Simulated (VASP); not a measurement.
LiTaO2 under changes of volume

One of the cells (10.027 Å³/atom); the others are scaled copies at fixed shape and fractional positions:

```
CELL_PARAMETERS angstrom
2.87330 0.00000 0.00000
-1.43665 2.48835 0.00000
0.00000 0.00000 5.60985
ATOMIC_POSITIONS crystal
Li 0.00000 0.00000 0.50000
Ta 0.00000 0.00000 0.00000
O 0.66667 0.33333 0.25535
O 0.33333 0.66667 0.74465
```

The cell was built by a generator and needn't be a form met in nature.

- Program: VASP 6.6.1
- Functional: PBE
- Potentials or basis: VASP PAW PBE potentials, release 64 (Li_sv, Ta_pv, O)
- Cutoff: 520 eV
- k mesh: 11 × 11 × 5
- Occupations: fermi-dirac, width 0.05 eV
- Spin: no spin polarisation

```csv
volume (Å³/atom),energy over the lowest point (meV/atom),largest force (eV/Å)
9.241,28.09,0.906
9.437,11.86,0.600
9.634,?,?
10.027,0.00,0.172
10.224,6.32,0.389
10.421,16.90,0.587
```

Question: What does the run at 9.634 Å³/atom give?

Answer: Energy over the lowest point 2.20 meV/atom; largest force 0.320 eV/Å.

Worked out: A Birch-Murnaghan fit of order 3 (a polynomial in V^(-2/3)) to the other rows has its minimum at 9.87 Å³/atom with B0 = V·E''(V) = 212 GPa and B' = 4.6 at fixed shape and positions, which overstates the stiffness. It gives 2.18 meV/atom at 9.634 Å³/atom, against the run's 2.20.

Energies are extrapolated to zero smearing.

Caveats: the cutoff is under 1.25 times the usual one of these potentials, so pressure, stress and relaxed cells hold a basis-set (Pulay) error.
